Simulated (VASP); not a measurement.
Input:

```
CELL_PARAMETERS angstrom
      2.09388    -3.62671     0.00000
      2.09388     3.62671     0.00000
      0.00000     0.00000     6.79563
ATOMIC_POSITIONS crystal
  Cd 0.66667 0.33333 0.49994
  Cd 0.33333 0.66667 0.99994
  S  0.66667 0.33333 0.87706
  S  0.33333 0.66667 0.37706
```

These are revTPSS meta-GGA, VASP's PBE PAW potentials (set 64) (plane waves; VASP) values and carry that method's errors. Run with 520 eV cut-off, 7×7×4 Γ-centred mesh, tetrahedra with Blöchl corrections, potentials Cd S.

### Question
What does the run give for the energy per atom (σ→0), band gap (over mesh and band path) with the smallest direct gap where there is one?

### Answer

```
Quantity                                               Value
---------------------------------------------  -------------
band gap (over mesh and band path)                   1.29 eV
smallest direct gap (over mesh and band path)        1.29 eV
energy per atom (σ→0)                          4.686 eV/atom
```

Total energies compare only between runs with the same potentials, cut-off and functional.

The compound is CdS in the wurtzite structure. It was relaxed first.
